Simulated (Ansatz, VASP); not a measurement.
# GaN in two plane-wave programs, part 2 of 2

Wanted: the spread between two codes on one cell, functional and k mesh. The cell is taken from a series of runs on this material, whose earlier steps may have relaxed, scaled, displaced or heated it; both programs get it as it stands.

VASP 6.6.1 and Ansatz 0.2.0.

So far: Starting point; VASP: zone-centre phonons, LDA.

## (3) Ansatz: zone-centre phonons, LDA

Level of this step: Ansatz beside VASP: Kohn-Sham DFT, plane waves, LDA (Ansatz).

Ansatz runs on its PAW soft_1 files.

The same cell, functional (in two slightly different forms) and mesh now go to Ansatz, which takes its cutoff from its data sets.

The input, input.yaml:

```yaml
crystal:
  lattice:
    - [0.0, 2.2053264859, 2.2517523832]
    - [2.2053264859, 0.0, 2.2517523832]
    - [2.2053264859, 2.2053264859, 0.0]
  atoms:
    - { symbol: "N", position: [0.25, 0.25, 0.25] }
    - { symbol: Ga, position: [0.0, 0.0, 0.0] }
kpoints:
  mp_grid: { grid: [12, 12, 12] }
hamiltonian:
  xc: lda
  pseudopotentials: { kind: paw, azcp: { folder: soft_1 }, xc_functional: pbe }
scf:
  occupations: { method: fixed }
output:
  eigenvalues: true
phonons:
  method: dfpt
  dielectric: true
  rigid_motions: translations
```

The run is started by

```
$ ansatz run input.yaml --threads 4 --pin off --max-ram 10240MiB --backend cpu --events-out ev --progress --plain --runs-dir out
```

Numbers of over 12 decimals in the logs are rounded to 6 here.

What it wrote:

```text
Engine: ansatz 0.2.0, x86_64-unknown-linux-gnu
Pseudopotentials: kind: paw
Pseudopotential: N, paw, valence charge 5, recommended cutoff 420 eV (normal), soft_1/N.paw.azcp
Pseudopotential: Ga, paw, valence charge 13, recommended cutoff 420 eV (normal), soft_1/Ga.paw.azcp
Functional definition: SPW92
  exchange = slater_x
  correlation = pw_c
Crystal: 2 atoms, lattice volume = 21.903 Å³
Basis set: ecut = 420 eV, 411 PW (Γ), exchange–correlation on 48×48×48 points (8 copies of the dense FFT grid, shifted against one another)
Bands: 13, of which v1, the nominal top of the filled ones, is band 9 counted from 1 (8 counted from 0)
Symmetry: 8 space group operations
k-points: 868 of 1728 (irreducible under 1 space group operation, time reversal used)
Non-local potential: N, projectors of the file, l = 0: 2, l = 1: 2, l = 2: 1
Non-local potential: Ga, projectors of the file, l = 0: 2, l = 1: 2, l = 2: 3, l = 3: 1
PAW form: soft (Blöchl's): semilocal exchange-correlation on the pseudo side does not see the compensation charge
PAW frozen core: N, regenerated for the run's functional, and the local potential with it (the file was generated under x = pbe(κ = 0.804, μ = 0.219515), c = pbe(β = 0.066725))
PAW frozen core: Ga, regenerated for the run's functional, and the local potential with it (the file was generated under x = pbe(κ = 0.804, μ = 0.219515), c = pbe(β = 0.066725))
PAW one-centre angular grid: N, 110 points (default); XC on 64 Gauss nodes
PAW one-centre angular grid: Ga, 590 points (default); XC on 64 Gauss nodes
Initial density: superposition of atomic densities (chi_scale 0.1, normalization cell, long waves kept (reshape's long-wave potential 0.00 eV rms))
Initial wavefunctions: pseudopotential atomic-orbital guess
Functional: x = slater, c = lda
SCF iter   1: F=—  HF=-4082.740138 eV  |F-HF|=—  |Δ(HF+E_count)|=         —  Δρ=1.08e-1  dr2=2.26e0  ethr=3.10e-3  ⟨swp⟩=4.0  Hψ=50003  notcnv=0  defer=1184
preconditioner: auto → none  [insulator: Δε(μ)=2.881 eV  Ē_g=19.389 eV  n_scr=8 (ndim 8)  ℏωp=33.7 eV  f_vac=0.000  ε∞_Penn≈4.0]
SCF iter   2: F=—  HF=-4082.210945 eV  |F-HF|=—  |Δ(HF+E_count)|=   5.29e-1  Δρ=5.91e-2  dr2=4.69e-1  ethr=3.10e-3  ⟨swp⟩=2.1  Hψ=27500  notcnv=0  defer=251
SCF iter   3: F=—  HF=-4082.094562 eV  |F-HF|=—  |Δ(HF+E_count)|=   1.16e-1  Δρ=1.91e-2  dr2=3.95e-2  ethr=2.61e-3  ⟨swp⟩=2.0  Hψ=15765  notcnv=0  defer=1734
SCF iter   4: F=—  HF=-4082.086768 eV  |F-HF|=—  |Δ(HF+E_count)|=   7.79e-3  Δρ=7.76e-3  dr2=5.68e-3  ethr=2.19e-4  ⟨swp⟩=2.0  Hψ=22031  notcnv=0  defer=1734
SCF iter   5: F=—  HF=-4082.083956 eV  |F-HF|=—  |Δ(HF+E_count)|=   2.81e-3  Δρ=8.67e-4  dr2=4.55e-5  ethr=3.15e-5  ⟨swp⟩=2.0  Hψ=20576  notcnv=0  defer=1735
SCF iter   6: F=—  HF=-4082.083942 eV  |F-HF|=—  |Δ(HF+E_count)|=   1.31e-5  Δρ=1.31e-4  dr2=1.72e-6  ethr=2.53e-7  ⟨swp⟩=2.0  Hψ=16624  notcnv=0  defer=43
SCF iter   7: F=—  HF=-4082.083942 eV  |F-HF|=—  |Δ(HF+E_count)|=   2.55e-7  Δρ=1.32e-5  dr2=1.74e-8  ethr=9.57e-9  ⟨swp⟩=2.3  Hψ=15348  notcnv=0
SCF iter   8: F=—  HF=-4082.083942 eV  |F-HF|=—  |Δ(HF+E_count)|=   2.29e-9  Δρ=8.92e-7  dr2=1.12e-10  ethr=9.69e-11  ⟨swp⟩=2.0  Hψ=16089  notcnv=0
SCF iter   9: F=-4082.083942 eV  HF=-4082.083942 eV  |F-HF|=0.00e0  |Δ(HF+E_count)|=  2.32e-11  Δρ=4.28e-8  dr2=1.45e-13  ethr=1.00e-12  ⟨swp⟩=6.0  Hψ=58973  notcnv=0
SCF 1 converged in 9 iterations: F = -4082.083942 eV  dr2 = 1.45e-13
  greatest PAW one-centre occupation: 0.996 electrons in one spin orbital (limit 2), on the Ga atom at site 1 (counted from 0), in its partial waves of l = 2
NSCF: frozen V_eff on 3 k-points
DFPT response loops at Γ: preconditioner auto → none (the input reference at scf.mixing.eps_inf says where Resta's filter doesn't serve); β = 0.50; Broyden in place of MSR1
── the response to a field inside a basis, on 12×12×12 k-points: an SCF that follows is theirs, and a resumed run solves both again ──
Bands: 10, of which v1, the nominal top of the filled ones, is band 9 counted from 1 (8 counted from 0)
k-points: 468 of 1728 (irreducible under 2 space group operations, time reversal used)
Initial density: handed on by an earlier stage of this run
Initial wavefunctions: pseudopotential atomic-orbital guess (no wavefunctions were taken with the density)
Eigensolver: Dense (468 Hₖ)
SCF iter   1: F=—  HF=-4082.086279 eV  |F-HF|=—  |Δ(HF+E_count)|=         —  Δρ=5.14e-4  dr2=9.94e-6  ethr=1.00e-1
preconditioner: auto → none  [insulator: Δε(μ)=2.202 eV  Ē_g=15.468 eV  n_scr=8 (ndim 8)  ℏωp=33.7 eV  f_vac=0.000  ε∞_Penn≈5.7]
SCF iter   2: F=—  HF=-4082.086277 eV  |F-HF|=—  |Δ(HF+E_count)|=   1.24e-6  Δρ=2.81e-4  dr2=4.74e-6  ethr=5.52e-8
SCF iter   3: F=—  HF=-4082.086278 eV  |F-HF|=—  |Δ(HF+E_count)|=   1.13e-6  Δρ=1.13e-4  dr2=2.38e-6  ethr=2.64e-8
SCF iter   4: F=-4082.086277 eV  HF=-4082.086277 eV  |F-HF|=5.41e-9  |Δ(HF+E_count)|=   1.06e-6  Δρ=1.37e-5  dr2=1.54e-8  ethr=1.32e-8
SCF 1 converged in 4 iterations: F = -4082.086277 eV  dr2 = 1.54e-8
DFPT response loops at Γ: mixed as the last ones told, above
SCF converged after 9 iterations
Free energy (F): -4082.083942 eV
Harris-Foulkes:  -4082.083942 eV  (|F-HF|=0.00e0)
Internal energy: -4082.083942 eV  (E = F + TS)
E sigma→0 (E₀):  -4082.083942 eV
Fermi energy:    9.987617 eV
--- Per-component energies (eV) ---
  E_band       = -2.483818
  E_kinetic    = 242.182169
  E_local      = -1382.656889  (includes V_loc(G=0)·N_el)
  E_nonlocal   = -51.749043
  E_hartree    = 880.642044
  E_xc         = -121.989743
  E_vxc        = -131.622691  (∫ρ·V_xc dr)
  E_paw        = -2039.363948  (= ΣΔE_a)
  E_vpaw       = -439.922072  (= ΣTr[D̂ρ^β])
  E_aug_tail   = 0.000630  (compensation charges beyond the density's cutoff)
  E_ewald      = -1610.957687
  E_core_change = 1.808525  (= ΣΔE_core)
  E_smearing   = -0.000000  (= −TS)
  E_closure    = -0.000000  (closes the sum)
  Σ components = -4082.083942   (vs F -4082.083942, Δ=0.00e0)
--- Band table (eV; the first three rows and the last of 868) ---
  k-point 0: bands = [... 5 lower, -3.3229, 9.8833, 9.9876, 9.9876, 11.9739, 20.3382, 20.3382, 20.3937]
  k-point 1: bands = [... 5 lower, -3.3246, 9.1439, 9.8359, 9.9102, 12.5921, 19.9759, 20.4719, 20.4984]
  k-point 2: bands = [... 5 lower, -3.3263, 7.6549, 9.6142, 9.7093, 13.5188, 19.2855, 20.7150, 20.7559]
  k-point 867: bands = [... 5 lower, -1.9327, 2.5438, 8.8340, 8.9994, 14.7784, 18.7703, 20.2455, 20.5539]
--- Phonons (Γ-DFPT): 4 representative perturbations + reference, on 868 of 1728 k-points (Σ response iterations 12) ---
  k mesh reduced under 1 symmetry operation, with k and −k counted as one. Each operation leaves every solved perturbation unchanged. A smaller set is not considered because the run solves the response to a homogeneous field
  ASR residual: 4.329e-5 → 0.000e0 eV/Å²; symmetrization residual: 2.845e-6 eV/Å²
  ASR residual per site (eV/Å²): 1.35e-6 4.33e-5
  Γ frequencies (cm⁻¹): 0.00 0.00 0.00 557.51 557.51 564.72
  ε∞ (high-frequency dielectric tensor):
        5.699641    -0.000000    -0.000000
       -0.000000     5.699641    -0.000000
       -0.000000    -0.000000     5.742192
  ε⁰ (static dielectric tensor: ions relaxed, cell fixed):
        9.938711    -0.000000    -0.000000
       -0.000000     9.938711    -0.000000
       -0.000000    -0.000000     9.996038
  ε⁰ − ε∞ (ionic part):
        4.239070    -0.000000     0.000000
       -0.000000     4.239070    -0.000000
        0.000000    -0.000000     4.253847
  softest optical mode at Γ: 557.51 cm⁻¹; the repairs (sum rule, projections) moved no ω² at Γ by more than (0.71 cm⁻¹)²
  Born effective charges Z* (e; rows j = field, columns β = displacement):
    site 0:
        -2.61544    0.00000   -0.00000
         0.00000   -2.61544   -0.00000
        -0.00000    0.00000   -2.65390
    site 1:
         2.61544   -0.00000    0.00000
        -0.00000    2.61544    0.00000
         0.00000   -0.00000    2.65390
  Z* charge neutrality: 3.408e-4 e pre-enforcement
  solved inside a basis spanned on kpoints, on 12×12×12 k-points, its susceptibility summed on 16×16×16: ε∞ is read to err by 1.5e-2, Z* by 1.4e-2 e (field_mesh: kpoints solves on kpoints); Z* is corrected for what the basis lacks
  optical modes at Γ without the LO–TO term, one row a degenerate level:
      ω (cm⁻¹)  modes    IR ((D/Å)²/amu)
        557.51      2            27.0608
        564.72      1            13.9313
  optical modes at Γ + LO–TO along q̂ = [1.0000, 0.0000, 0.0000]:
      ω (cm⁻¹)  modes    IR ((D/Å)²/amu)
        557.51      1            13.5304
        564.72      1            13.9313
        736.20      1            13.5304
  optical modes at Γ + LO–TO along q̂ = [0.0000, 1.0000, 0.0000]:
      ω (cm⁻¹)  modes    IR ((D/Å)²/amu)
        557.51      1            13.5304
        564.72      1            13.9313
        736.20      1            13.5304
  optical modes at Γ + LO–TO along q̂ = [0.0000, 0.0000, 1.0000]:
      ω (cm⁻¹)  modes    IR ((D/Å)²/amu)
        557.51      2            27.0608
        745.10      1            13.9313
```

## (4) Comparison

Known differences besides the potentials themselves: fixed occupations in Ansatz, narrow Gaussian smearing in VASP; VASP's response is taken on the typed mesh, Ansatz refines its own for the field response alone; the cutoff is 420 eV in Ansatz and 600 eV in VASP; VASP's log shows a relativistic correction to its local exchange, Ansatz's none; VASP's log repeats an internal error in its field response. Total energies have different zeros and are not compared.

Both answers:

| quantity | Ansatz | VASP | difference |
| --- | --- | --- | --- |
| ε∞ xx | 5.70 | 5.65 | +0.79 % |
| ε∞ yy | 5.70 | 5.65 | +0.79 % |
| ε∞ zz | 5.74 | 5.69 | +0.90 % |
| Born charge of N1 (mean of the diagonal) (e) | -2.63 | -2.62 | -0.01 |
| Born charge of Ga2 (mean of the diagonal) (e) | 2.63 | 2.62 | +0.01 |
| optical mode 1 to 2 (cm⁻¹) | 557.5 | 562.1 | -0.81 % |
| optical mode 3 (cm⁻¹) | 564.7 | 569.5 | -0.83 % |

Modes are paired by rising frequency, not by their patterns, so a pair may set unlike modes beside each other; they are those without the splitting of longitudinal modes.

## (5) Results

```
r.m.s. difference of the optical zone-centre modes, each program's sorted by frequency (zone-centre phonons, LDA) : 4.6 cm⁻¹
difference in ε∞ zz (zone-centre phonons, LDA)                                                                    : +0.9 %
```

What this shows: The r.m.s. difference of the optical zone-centre modes, each program's sorted by frequency is 4.6 cm⁻¹ (zone-centre phonons, LDA). Among the rows given in per cent, the largest difference of the zone-centre phonons, LDA pair is in ε∞ zz, +0.9 %. Such differences can come from data sets, numerical settings and the points named under the comparisons, not from the functional's error against experiment.

[Lines on the potential files, build, host, timing and source positions are cut from VASP's logs without a mark.]

[Logs are printed without paths, hosts, clocks, repeated set-up lines and the standing remarks that a program may print on its own settings, such as how far it seeks lower states.]

[Hosts, paths, dates, database ids (printed as entryN), source tags and the programs' standing remarks are cut or masked in the printed files.]
